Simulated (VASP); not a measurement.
Input of a VASP 6.6.1 run:

File INCAR:

```
PREC = Accurate
ENCUT = 520
EDIFF = 1E-6
ISMEAR = -1
SIGMA = 0.05
LREAL = False
LASPH = True
NELM = 60
ALGO = Normal
ISIF = 2
LWAVE = False
LCHARG = False
LDIPOL = True
IDIPOL = 3
DIPOL = 0.5 0.5 0.294
GGA = PE
EFIELD = -0.3
LVHAR = True
LVACPOTAV = True
```

Contents of KPOINTS:

```
Automatic mesh
0
Gamma
  10 10 1
```

POSCAR

```
Hf
1.0
    2.7787600000      0.0000000000      0.0000000000
    0.0000000000      2.7787600000      0.0000000000
    0.0000000000      0.0000000000     23.8000000000
Hf
1
Direct
    0.0000000000      0.0000000000      0.2941200000
```

Potentials or basis: VASP PAW PBE potentials, release 64 (Hf_pv).

Command:

```console
$ cat potpaw_PBE.64/Hf_pv/POTCAR > POTCAR
$ mpirun -np 1 vasp_std > vasp.out
```

What does it give for the band gap on the k mesh?

None (metal or under the smearing width).

Spin-orbit coupling is left out, which matters for the levels of Hf.
